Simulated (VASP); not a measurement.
Method: optB86b-vdW, VASP's PBE PAW potentials (set 64) (plane waves; VASP).

VASP ran on this input.

**KPOINTS**
```
Regular mesh
0
G
6 6 9
```

**INCAR**
```
SYSTEM = SiO2
PREC = Accurate
ENCUT = 520
EDIFF = 1E-7
NELM = 100
ALGO = Normal
LREAL = .FALSE.
LASPH = .TRUE.
ISMEAR = -5
GGA = MK
PARAM1 = 0.1234
PARAM2 = 1.0
LUSE_VDW = .TRUE.
AGGAC = 0.0
LWAVE = .FALSE.
LCHARG = .TRUE.
LORBIT = 11
NEDOS = 601
ISIF = 2
LEFG = .TRUE.
```

**POSCAR**
```
SiO2
1
    4.2052584252     0.0000000000     0.0000000000
    0.0000000000     4.2052584252     0.0000000000
    0.0000000000     0.0000000000     2.6951011275
Si O
2 4
Direct
  0.0000000000   0.0000000000   0.0000000000
  0.5000000000   0.5000000000   0.5000000000
  0.3059451370   0.3059451370   1.0000000000
  0.8059451370   0.1940548630   0.5000000000
  0.1940548630   0.8059451370   0.5000000000
  0.6940548630   0.6940548630   0.0000000000
```

POTCAR, in this order: Si O (PBE.64 set). Program: vasp_std.

The run wrote:

OSZICAR:
```
       N       E                     dE             d eps       ncg     rms          rms(c)
DAV:   1     0.172317281537E+03    0.17232E+03   -0.18161E+04  2000   0.154E+03
DAV:   2    -0.360700382470E+02   -0.20839E+03   -0.20203E+03  2700   0.323E+02
DAV:   3    -0.430393392363E+02   -0.69693E+01   -0.69449E+01  2400   0.630E+01
DAV:   4    -0.430933974758E+02   -0.54058E-01   -0.54003E-01  2380   0.635E+00
DAV:   5    -0.430939975206E+02   -0.60004E-03   -0.59998E-03  2328   0.647E-01    0.170E+01
DAV:   6    -0.383736581271E+02    0.47203E+01   -0.19018E+01  2220   0.307E+01    0.764E+00
DAV:   7    -0.383998242882E+02   -0.26166E-01   -0.52756E-01  2356   0.513E+00    0.295E+00
DAV:   8    -0.384116726438E+02   -0.11848E-01   -0.19272E-02  2244   0.148E+00    0.107E+00
DAV:   9    -0.384169392344E+02   -0.52666E-02   -0.76697E-03  2280   0.968E-01    0.226E-01
DAV:  10    -0.384171290665E+02   -0.18983E-03   -0.69725E-04  2340   0.216E-01    0.513E-02
DAV:  11    -0.384170899463E+02    0.39120E-04   -0.18226E-04  2320   0.103E-01    0.143E-02
DAV:  12    -0.384170907438E+02   -0.79750E-06   -0.68814E-06  2360   0.197E-02    0.431E-03
DAV:  13    -0.384170906590E+02    0.84758E-07   -0.71258E-07  2348   0.669E-03
   1 F= -.38417091E+02 E0= -.38417091E+02  d E =0.000000E+00
```

### OUTCAR
```
------------------------ aborting loop because EDIFF is reached ----------------------------------------
  FORCE on cell =-STRESS in cart. coord.  units (eV):
  Direction    XX          YY          ZZ          XY          YZ          ZX
  --------------------------------------------------------------------------------------
  Total        0.0351801      0.0351801     -0.0484959      0.0000000      0.0000000      0.0000000
  in kB        1.1826267      1.1826267     -1.6302529      0.0000000      0.0000000      0.0000000
  external PRESSURE =       0.2450002 kB  Pullay stress =       0.0000000 kB
  volume of cell :       47.66
      direct lattice vectors                 reciprocal lattice vectors
     4.205258425  0.000000000  0.000000000     0.237797514  0.000000000  0.000000000
     0.000000000  4.205258425  0.000000000     0.000000000  0.237797514  0.000000000
     0.000000000  0.000000000  2.695101128     0.000000000  0.000000000  0.371043591
 POSITION                                       TOTAL-FORCE (eV/Angst)
 -----------------------------------------------------------------------------------
      0.00000      0.00000      0.00000        -0.000000      0.000000      0.000000
      2.10263      2.10263      1.34755        -0.000000      0.000000      0.000000
      1.28658      1.28658      0.00000        -0.010977     -0.010977     -0.000000
      3.38921      0.81605      1.34755        -0.010977      0.010977      0.000000
      0.81605      3.38921      1.34755         0.010977     -0.010977     -0.000000
      2.91868      2.91868      0.00000         0.010977      0.010977      0.000000
 -----------------------------------------------------------------------------------
    total drift:                                0.000000      0.000000     -0.000000
  FREE ENERGIE OF THE ION-ELECTRON SYSTEM (eV)
  ---------------------------------------------------
  free  energy   TOTEN  =       -38.4170906590 eV

  energy  without entropy=      -38.4170906590  energy(sigma->0) =      -38.41709066

 total charge

# of ion       s       p       d       tot
------------------------------------------
    1        0.580   0.850   0.000   1.430
    2        0.580   0.850   0.000   1.430
    3        1.544   3.675   0.000   5.219
    4        1.544   3.675   0.000   5.219
    5        1.544   3.675   0.000   5.219
    6        1.544   3.675   0.000   5.219
--------------------------------------------------
tot          7.335  16.399   0.000  23.735

 Electric field gradients after diagonalization (V/A^2)
 (convention: |V_zz| > |V_xx| > |V_yy|)
----------------------------------------------------------------------
 ion       V_xx      V_yy      V_zz     asymmetry (V_yy - V_xx)/ V_zz
----------------------------------------------------------------------
   1     -16.039    -2.699    18.738       0.712
   2     -16.039    -2.699    18.738       0.712
   3      62.828    48.455  -111.282       0.129
   4      62.828    48.455  -111.282       0.129
   5      62.828    48.455  -111.282       0.129
   6      62.828    48.455  -111.282       0.129
```
(Selected blocks of OUTCAR.)

The compound is SiO2 in the rutile structure, stishovite, a high-pressure form. It was relaxed first.
